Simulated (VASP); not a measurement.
Computed with PBEsol GGA, VASP's PBE PAW potentials (set 64) (plane waves; VASP).

VASP input:

**KPOINTS**
```
Regular mesh
0
G
 5 5 1
0 0 0
```

**INCAR**
```
# general
SYSTEM  = Rb(100) slab
PREC    = Normal
ENCUT   = 400
LREAL   = .False.
LASPH   = .True.

# electronic loop
EDIFF   = 1E-6
NELM    = 100
NELMIN  = 4
ALGO    = Normal
LMAXMIX = 4

# smearing
ISMEAR  = 1
SIGMA   = 0.1

# functional
GGA     = PS

# output
LWAVE   = .False.
LCHARG  = .False.
LORBIT  = 11
LVHAR   = .True.

# other
LDIPOL  = .True.
IDIPOL  = 3
DIPOL   = 0.5 0.5 0.5
```

### POSCAR
```
Rb(100) slab
1
    5.5763295252     0.0000000000     0.0000000000
    0.0000000000     5.5763295252     0.0000000000
    0.0000000000     0.0000000000    25.9570737191
Rb
4
Direct
  0.5000000000   0.0000000000   0.3388780000
  0.0000000000   0.5000000000   0.4462930000
  0.5000000000   0.0000000000   0.5537070000
  0.0000000000   0.5000000000   0.6611220000
```

POTCAR, in this order: Rb_sv (PBE.64 set). Program: vasp_std. Read from the step before: WAVECAR.

The run wrote:

File OUTCAR:
```
 ion  position               nearest neighbor table
   1  0.500  0.000  0.339-   2 4.83   2 4.83   2 4.83   2 4.83   3 5.58
   2  0.000  0.500  0.446-   3 4.83   3 4.83   3 4.83   3 4.83   1 4.83   1 4.83   1 4.83   1 4.83
                             4 5.58
   3  0.500  0.000  0.554-   2 4.83   2 4.83   2 4.83   2 4.83   4 4.83   4 4.83   4 4.83   4 4.83
                             1 5.58
   4  0.000  0.500  0.661-   3 4.83   3 4.83   3 4.83   3 4.83   2 5.58
  LATTYP: Found a simple tetragonal cell.
 ALAT       =     5.5763295252
 C/A-ratio  =     4.6548672566
 Subroutine PRICEL returns:
 Original cell was already a primitive cell.
 Subroutine GETGRP returns: Found 16 space group operations
The static configuration has the point symmetry D_2d.
 The point group associated with its full space group is D_4h.
The dynamic configuration has the point symmetry D_2d.
 Subroutine INISYM returns: Found 16 space group operations
 Subroutine IBZKPT returns following result:
 Found      6 irreducible k-points:

 Following reciprocal coordinates:
            Coordinates               Weight
  0.000000  0.000000  0.000000      1.000000
  0.200000  0.000000  0.000000      4.000000
  0.400000  0.000000  0.000000      4.000000
...
```

File OSZICAR:
```
       N       E                     dE             d eps       ncg     rms          rms(c)
DAV:   1    -0.367509359936E+01   -0.36751E+01   -0.20905E-05   204   0.873E-03    0.169E-03
DAV:   2    -0.367509343919E+01    0.16017E-06   -0.19732E-06   234   0.361E-03    0.705E-04
DAV:   3    -0.367509344843E+01   -0.92336E-08   -0.29295E-07   222   0.171E-03    0.363E-04
DAV:   4    -0.367509344985E+01   -0.14243E-08   -0.40885E-08   198   0.917E-04
   1 F= -.36750934E+01 E0= -.36760821E+01  d E =0.296609E-02
```

**OUTCAR**
```
------------------------ aborting loop because EDIFF is reached ----------------------------------------
  FORCE on cell =-STRESS in cart. coord.  units (eV):
  Direction    XX          YY          ZZ          XY          YZ          ZX
  --------------------------------------------------------------------------------------
  Total       -0.5801571     -0.5801571      0.1873442      0.0000000     -0.0000000      0.0000000
  in kB       -1.1516052     -1.1516052      0.3718762      0.0000000     -0.0000000      0.0000000
  external PRESSURE =      -0.6437781 kB  Pullay stress =       0.0000000 kB
  volume of cell :      807.15
      direct lattice vectors                 reciprocal lattice vectors
     5.576329525  0.000000000  0.000000000     0.179329431  0.000000000  0.000000000
     0.000000000  5.576329525  0.000000000     0.000000000  0.179329431  0.000000000
     0.000000000  0.000000000 25.957073719     0.000000000  0.000000000  0.038525144
 POSITION                                       TOTAL-FORCE (eV/Angst)
 -----------------------------------------------------------------------------------
      2.78816      0.00000      8.79628         0.000000      0.000000     -0.021777
      0.00000      2.78816     11.58446        -0.000000      0.000000     -0.007230
      2.78816      0.00000     14.37261        -0.000000      0.000000      0.007230
      0.00000      2.78816     17.16079        -0.000000     -0.000000      0.021777
 -----------------------------------------------------------------------------------
    total drift:                                0.000000      0.000000     -0.000000
  FREE ENERGIE OF THE ION-ELECTRON SYSTEM (eV)
  ---------------------------------------------------
  free  energy   TOTEN  =        -3.6750934499 eV

  energy  without entropy=       -3.6780595359  energy(sigma->0) =       -3.67608215

 total charge

# of ion       s       p       d       tot
------------------------------------------
    1        1.963   5.326   0.004   7.293
    2        1.962   5.328   0.006   7.296
    3        1.962   5.328   0.006   7.296
    4        1.963   5.326   0.004   7.293
--------------------------------------------------
tot          7.851  21.308   0.019  29.177
```
(Selected blocks of OUTCAR.)

The cell is a thin slab with vacuum, built from Rb (bcc): (100) face.
